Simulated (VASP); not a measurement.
# TaHg3S4 (I-43m) in VASP: single point with PBE

Aim: the single point of TaHg3S4 with PBE.

Everything below comes from runs of VASP 6.6.1. Logs are shortened: lines on timing, memory, paths and dates and some standing lists are left out, and cuts for length are marked.

**1. Starting point**

Symmetry: I-43m, No. 217, cubic system. The conventional cell has a = 7.484 Å, b = 7.484 Å, c = 7.484 Å, α = 90.00°, β = 90.00°, γ = 90.00°. S (site symmetry 3m) is surrounded by 1 Ta at 2.33 Å. Hg (site symmetry -42m) is surrounded by 4 S at 3.06 Å. Around Ta (site symmetry -43m) lie 4 S at 2.33 Å.

The cell was built by a generator and needn't be a form met in nature.

**2. Single point, PBE**

INCAR

```
SYSTEM = TaHg3S4
ALGO = Normal ; EDIFF = 1E-7
ENCUT = 520 ; GGA = PE
ISIF = 2 ; ISMEAR = 0
LASPH = .True. ; LCHARG = .False.
LREAL = .False. ; LWAVE = .False.
NBANDS = 46 ; NELM = 100
PREC = Accurate ; SIGMA = 0.1095
```

KPOINTS

```
k-points
0
Gamma
  4 4 4
  0 0 0
```

POSCAR

```
TaHg3S4
1.0
   -3.7418990000      3.7418990000      3.7418990000
    3.7418990000     -3.7418990000      3.7418990000
    3.7418990000      3.7418990000     -3.7418990000
S Hg Ta
4 3 1
Direct
    0.3600000000      0.3600000000      0.3600000000
    0.6400000000      0.0000000000      0.0000000000
    0.0000000000      0.0000000000      0.6400000000
    0.0000000000      0.6400000000      0.0000000000
    0.0000000000      0.5000000000      0.5000000000
    0.5000000000      0.0000000000      0.5000000000
    0.5000000000      0.5000000000      0.0000000000
    0.0000000000      0.0000000000      0.0000000000
```

Potentials or basis: VASP PAW PBE potentials, release 64 (S, Hg, Ta_pv).

Started as:

```
> cat potpaw_PBE.64/S/POTCAR potpaw_PBE.64/Hg/POTCAR potpaw_PBE.64/Ta_pv/POTCAR > POTCAR
> mpirun -np 1 vasp_std > vasp.out
```

OUTCAR:

```text
SYSTEM = TaHg3S4
   EDIFF = 1E-7
   ENCUT = 520
   GGA = PE
   ISIF = 2
   ISMEAR = 0
   LASPH = .True.
   LREAL = .False.
   NELM = 100
   PREC = Accurate

 ion  position               nearest neighbor table
   1  0.360  0.360  0.360-   8 2.33   6 3.06   7 3.06   5 3.06
   2  0.640  0.000  0.000-   8 2.33   5 3.06   6 3.06   7 3.06
   3  0.000  0.000  0.640-   8 2.33   7 3.06   5 3.06   6 3.06
   4  0.000  0.640  0.000-   8 2.33   6 3.06   5 3.06   7 3.06
   5  0.000  0.500  0.500-   1 3.06   3 3.06   4 3.06   2 3.06   7 3.74   6 3.74   7 3.74   6 3.74

   6  0.500  0.000  0.500-   1 3.06   2 3.06   3 3.06   4 3.06   7 3.74   7 3.74   5 3.74   5 3.74

   7  0.500  0.500  0.000-   1 3.06   2 3.06   4 3.06   3 3.06   6 3.74   6 3.74   5 3.74   5 3.74

   8  0.000  0.000  0.000-   1 2.33   2 2.33   3 2.33   4 2.33

  LATTYP: Found a body centered cubic cell.
 ALAT       =     7.4837980000

  Lattice vectors:

 A1 = (  -3.7418990000,   3.7418990000,   3.7418990000)
 A2 = (   3.7418990000,  -3.7418990000,   3.7418990000)
 A3 = (   3.7418990000,   3.7418990000,  -3.7418990000)

Analysis of symmetry for initial positions (statically):
=====================================================================
 Subroutine PRICEL returns:
 Original cell was already a primitive cell.

 Routine SETGRP: Setting up the symmetry group for a
 body centered cubic supercell.

 Subroutine GETGRP returns: Found 24 space group operations
 (whereof 24 operations were pure point group operations)
 out of a pool of 48 trial point group operations.

The static configuration has the point symmetry T_d .

Analysis of symmetry for dynamics (positions and initial velocities):
=====================================================================
 Subroutine PRICEL returns:
 Original cell was already a primitive cell.

 Routine SETGRP: Setting up the symmetry group for a
 body centered cubic supercell.

 Subroutine GETGRP returns: Found 24 space group operations
 (whereof 24 operations were pure point group operations)
 out of a pool of 48 trial point group operations.

The dynamic configuration has the point symmetry T_d .

 Subroutine INISYM returns: Found 24 space group operations
 (whereof 24 operations are pure point group operations),
 and found     1 'primitive' translations

----------------------------------------------------------------------------------------

                                     Primitive cell

  volume of cell :     209.5734

  direct lattice vectors                    reciprocal lattice vectors
    -3.741899000  3.741899000  3.741899000     0.000000000  0.133621992  0.133621992
     3.741899000 -3.741899000  3.741899000     0.133621992  0.000000000  0.133621992
     3.741899000  3.741899000 -3.741899000     0.133621992  0.133621992  0.000000000

  length of vectors
     6.481159185  6.481159185  6.481159185     0.188970034  0.188970034  0.188970034

  position of ions in fractional coordinates (direct lattice)
     0.360000000  0.360000000  0.360000000
     0.640000000  0.000000000  0.000000000
     0.000000000  0.000000000  0.640000000
     0.000000000  0.640000000  0.000000000
     0.000000000  0.500000000  0.500000000
     0.500000000  0.000000000  0.500000000
     0.500000000  0.500000000  0.000000000
     0.000000000  0.000000000  0.000000000

  ion indices of the primitive-cell ions
   primitive index   ion index
                 1           1
                 2           2
                 3           3
                 4           4
                 5           5
                 6           6
                 7           7
                 8           8

----------------------------------------------------------------------------------------

 KPOINTS: k-points

Automatic generation of k-mesh.
 Grid dimensions read from file:
 generate k-points for:    4    4    4

 Generating k-lattice:

  Cartesian coordinates                     Fractional coordinates (reciprocal lattice)
     0.000000000  0.033405498  0.033405498     0.250000000  0.000000000  0.000000000
     0.033405498  0.000000000  0.033405498     0.000000000  0.250000000  0.000000000
     0.033405498  0.033405498  0.000000000     0.000000000  0.000000000  0.250000000

  Length of vectors
     0.047242508  0.047242508  0.047242508

  Shift w.r.t. Gamma in fractional coordinates (k-lattice)
     0.000000000  0.000000000  0.000000000

 Subroutine IBZKPT returns following result:
 ===========================================

 Found      8 irreducible k-points:

 Following reciprocal coordinates:
            Coordinates               Weight
  0.000000  0.000000  0.000000      1.000000
  0.250000  0.000000  0.000000     12.000000
  0.500000  0.000000  0.000000      6.000000
  0.250000  0.250000  0.000000     24.000000
  0.250000  0.250000  0.250000      2.000000
 -0.250000  0.250000  0.250000      6.000000
  0.500000  0.500000  0.250000     12.000000
  0.500000  0.500000  0.500000      1.000000
   k-points           NKPTS =      8   k-points in BZ     NKDIM =      8   number of bands    NBANDS=     46
   number of dos      NEDOS =    301   number of ions     NIONS =      8
   total plane-waves  NPLWV = 110592
   dimension x,y,z NGX =    48 NGY =   48 NGZ =   48
   dimension x,y,z NGXF=    96 NGYF=   96 NGZF=   96
   ions per type =               4   3   1
   NGX,Y,Z   is equivalent  to a cutoff of  12.31, 12.31, 12.31 a.u.
   NGXF,Y,Z  is equivalent  to a cutoff of  24.62, 24.62, 24.62 a.u.
 SYSTEM =  TaHg3S4
   PREC   = accura    normal or accurate (medium, high low for compatibility)
   ISTART =      0    job   : 0-new  1-cont  2-samecut
   ICHARG =      2    charge: 1-file 2-atom 10-const
   ISPIN  =      1    spin polarized calculation?
   LNONCOLLINEAR =      F non collinear calculations
   LSORBIT =      F    spin-orbit coupling
   LASPH  =      T    aspherical Exc in radial PAW
   ENCUT  =  520.0 eV  38.22 Ry    6.18 a.u.  12.05 12.05 12.05*2*pi/ulx,y,z
   NELM   =    100;   NELMIN=  2; NELMDL= -5     # of ELM steps
   EDIFF  = 0.1E-06   stopping-criterion for ELM
   LREAL  =      F    real-space projection
   EDIFFG = 0.1E-05   stopping-criterion for IOM
   NSW    =      0    number of steps for IOM
   IBRION =     -1    ionic relax: 0-MD 1-quasi-New 2-CG
   NFREE  =      0    steps in history (QN), initial steepest desc. (CG)
   ISIF   =      2    stress and relaxation
   ISYM   =      2    0-nonsym 1-usesym 2-fastsym
   POTIM  = 0.5000    time-step for ionic-motion
   TEBEG  =    0.0;   TEEND  =   0.0 temperature during run
   PSTRESS=    0.0 pullay stress
   NELECT =      71.0000    total number of electrons
   NUPDOWN=      -1.0000    fix difference up-down
   EMIN   =  10.00;   EMAX   =-10.00  energy-range for DOS
   EFERMI =   0.00;   METHOD = LEGACY
   ISMEAR =     0;   SIGMA  =   0.11  broadening in eV -4-tet -1-fermi 0-gaus
   EFERMI_NEDOS =   21; number of points for ismear=-14 and -15
   IALGO  =     38    algorithm
   IMIX   =      4    mixing-type and parameters
     AMIX     =   0.40;   BMIX     =  1.00
     AMIX_MAG =   1.60;   BMIX_MAG =  1.00
  volume/ion in A,a.u.               =      26.20       176.78
  Fermi-wavevector in a.u.,A,eV,Ry     =   1.141254  2.156657 17.721046  1.302460
  Thomas-Fermi vector in A             =   2.277954
   LORBIT       =      0    0 simple, 1 ext, 2 COOP (PROOUT), +10 PAW based schemes
   GGA     = PE    functional components
   LHFCALC =     F    Hartree Fock is set to
   AEXX    =    0.0000 exact exchange contribution
   IVDW    =     0    specifies the selected vdW correction
   LEPSILON=     F    determine dielectric tensor
   LRPA    =     F    only Hartree local field effects (RPA)
 non-spin polarized calculation
 Gauss-broadening in eV      SIGMA  =   0.11
  energy-cutoff  :      520.00
  volume of cell :      209.57
 maximum number of plane-waves:      5680
   NGX = 25   NGY = 25   NGZ = 25

 number of electron      71.0000013 magnetization

 Free energy of the ion-electron system (eV)
  ---------------------------------------------------
  ext. energy  EPLUGINS =         0.00000000
  ---------------------------------------------------
  free energy    TOTEN  =       -29.73670904 eV

  energy without entropy =      -29.65226915  energy(sigma->0) =      -29.69448909

 E-fermi :   2.0159     XC(G=0):  -9.3770

 val. band max:        2.0144376849   @ k =   0.2500   0.0000   0.0000
 cond. band min:       2.0228485032   @ k =   0.5000   0.5000   0.5000
 fundamental gap:      0.0084108182
 Fermi energy:         2.0158794533

 k-point     1 :       0.0000    0.0000    0.0000
  band No.  band energies     occupation
      1     -33.1281      2.00000
      2     -33.1281      2.00000
      3     -33.1281      2.00000
      4     -10.7898      2.00000
      5      -9.9445      2.00000
      6      -9.9445      2.00000
[... 38 lines left out ...]
     45       6.8748      0.00000
     46       7.7257      0.00000

 k-point     2 :       0.2500    0.0000    0.0000
  band No.  band energies     occupation
      1     -33.1281      2.00000
      2     -33.1281      2.00000
      3     -33.1281      2.00000
      4     -10.6727      2.00000
      5     -10.0049      2.00000
      6      -9.9689      2.00000
[... 38 lines left out ...]
     45       6.9462      0.00000
     46       7.3278      0.00000

 k-point     3 :       0.5000    0.0000    0.0000
  band No.  band energies     occupation
      1     -33.1282      2.00000
      2     -33.1281      2.00000
      3     -33.1281      2.00000
      4     -10.5036      2.00000
      5     -10.1234      2.00000
      6      -9.9884      2.00000
[... 234 lines left out ...]
     45       6.1317      0.00000
     46       7.5543      0.00000

 k-point     8 :       0.5000    0.5000    0.5000
  band No.  band energies     occupation
      1     -33.1281      2.00000
      2     -33.1281      2.00000
      3     -33.1281      2.00000
      4     -10.3003      2.00000
      5     -10.0619      2.00000
      6     -10.0619      2.00000
[... 38 lines left out ...]
     45       5.1983      0.00000
     46       7.3505      0.00000

------------------------ aborting loop because EDIFF is reached ----------------------------------------

  FORCE on cell =-STRESS in cart. coord.  units (eV):
  Direction    XX          YY          ZZ          XY          YZ          ZX
  --------------------------------------------------------------------------------------
  -------------------------------------------------------------------------------------
  Total       -2.5941883     -2.5941883     -2.5941883      0.0000000     -0.0000000      0.0000000
  in kB      -19.8324289    -19.8324289    -19.8324289      0.0000000     -0.0000000      0.0000000
  external PRESSURE =     -19.8324289 kB  Pullay stress =       0.0000000 kB

 VOLUME and BASIS-vectors are now :
 -----------------------------------------------------------------------------
  energy-cutoff  :      520.00
  volume of cell :      209.57
      direct lattice vectors                 reciprocal lattice vectors
    -3.741899000  3.741899000  3.741899000     0.000000000  0.133621992  0.133621992
     3.741899000 -3.741899000  3.741899000     0.133621992  0.000000000  0.133621992
     3.741899000  3.741899000 -3.741899000     0.133621992  0.133621992  0.000000000

 POSITION                                       TOTAL-FORCE (eV/Angst)
 -----------------------------------------------------------------------------------
      1.34708      1.34708      1.34708        -0.259095     -0.259095     -0.259095
     -2.39482      2.39482      2.39482        -0.259095      0.259095      0.259095
      2.39482      2.39482     -2.39482         0.259095      0.259095     -0.259095
      2.39482     -2.39482      2.39482         0.259095     -0.259095      0.259095
      3.74190      0.00000      0.00000         0.000000     -0.000000     -0.000000
      0.00000      3.74190      0.00000         0.000000     -0.000000      0.000000
      0.00000      0.00000      3.74190         0.000000     -0.000000      0.000000
      0.00000      0.00000      0.00000         0.000000     -0.000000      0.000000
 -----------------------------------------------------------------------------------
    total drift:                               -0.000000     -0.000000      0.000000

  FREE ENERGIE OF THE ION-ELECTRON SYSTEM (eV)
  ---------------------------------------------------
  free  energy   TOTEN  =       -29.7367090416 eV

  energy  without entropy=      -29.6522691481  energy(sigma->0) =      -29.69448909
```

It took 38 s on 1 thread of Intel Xeon 6975P-C (Granite Rapids), shared host; peak memory 0.35 GiB.

Results:

| Quantity | Value |
| --- | --- |
| Free energy | -29.7367 eV |
| Pressure | -2.0 GPa |
| Largest force | 0.449 eV/Å |
| Band gap on the k mesh | none (metal or under the smearing width) |

Forces in eV/Å, atoms in the order of the input:
```
S   -0.259 -0.259 -0.259
S   -0.259  0.259  0.259
S    0.259  0.259 -0.259
S    0.259 -0.259  0.259
Hg   0.000  0.000  0.000
Hg   0.000  0.000  0.000
Hg   0.000  0.000  0.000
Ta   0.000  0.000  0.000
```

Levels at points of the mesh, in eV from the Fermi level:
```csv
k point,band 32,band 33,band 34,band 35,band 36,band 37,band 38,band 39
"(0.00, 0.00, 0.00)",-2.59,-2.59,-2.59,-2.31,-0.13,-0.13,2.24,2.24
"(0.50, 0.00, 0.00)",-2.03,-1.30,-1.09,-0.45,0.06,0.18,1.82,2.00
"(0.50, 0.50, 0.50)",-0.97,-0.97,-0.97,-0.40,0.01,0.01,2.73,2.73
```

The run has no spin-orbit coupling, so splittings on Hg, Ta are missing.
